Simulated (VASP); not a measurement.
Energy against volume of Ni (fcc). Level of theory: revTPSS meta-GGA, VASP's PBE PAW potentials (set 64) (plane waves; VASP). Run with 520 eV cut-off, 18×18×18 Γ-centred mesh, first-order Methfessel-Paxton smearing of 0.10 eV, potentials Ni.

```json
[
 {"V (Å³/atom)": "9.708", "E (eV/atom)": "-1.68679"},
 {"V (Å³/atom)": "10.017", "E (eV/atom)": "-1.71157"},
 {"V (Å³/atom)": "10.327", "E (eV/atom)": "-1.71973"},
 {"V (Å³/atom)": "10.637", "E (eV/atom)": "-1.71395"}
]
```

### Question
Fit these four points and predict the energy of the run at 10.947 Å³/atom.

### Answer
A cubic in V^(−2/3), the third-order Birch-Murnaghan form, passes through the four points with V0 = 10.34 Å³/atom and B0 = 237 GPa, and gives -1.6966 eV/atom there. The run gave -1.6965 eV/atom, +0.0 meV/atom from the fit; all five points give B0 = 237 GPa.

The compound is Ni in the fcc structure. It was relaxed first, which changed the volume by -5 %.
